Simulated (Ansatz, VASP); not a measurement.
**Zr4F: VASP beside Ansatz**

```xyz
5
Lattice="-3.0239 3.0239 3.0239 3.0239 -3.0239 3.0239 3.0239 3.0239 -3.0239" Properties=species:S:1:pos:R:3 pbc="T T T"
Zr    1.3027    1.3027    1.3027
Zr   -1.7212    1.7212    1.7212
Zr    1.7212    1.7212   -1.7212
Zr    1.7212   -1.7212    1.7212
F     0.0000    0.0000    0.0000
```

Change from the starting cell: species swapped into the GeF4 type (I-43m, No. 217).

Alike in both runs: functional PBE; k mesh 10 × 10 × 10; occupations gaussian, width 0.1 eV; no spin polarisation.

Ansatz relaxed the structure, and its values are those at the end. VASP's run is a single point on that final structure, the one shown.

```csv
,VASP,Ansatz
version,VASP 6.6.1,Ansatz 0.2.0
potentials or method,"VASP PAW PBE potentials, release 64 (Zr_sv, F)","scalar-relativistic, plane waves, PAW"
plane-wave cutoff (eV),520,420
valence electrons in the cell,55,55
```

Ansatz gave:

| Item | Value |
| --- | --- |
| gap on the k mesh at the Fermi level (eV) | none |
| pressure (GPa) | 0.0 |
| rms of the force components (eV/Å) | 0.000 |

Task: Estimate VASP's values.

Result: gap on the k mesh at the Fermi level (eV): none; pressure (GPa): 0.1; rms of the force components (eV/Å): 0.008.

A gap of «none» marks a metal or a gap that the smearing closes.

Caveats: an odd number of electrons without spin polarisation forces a metal; a magnetic or distorted state may lie lower.
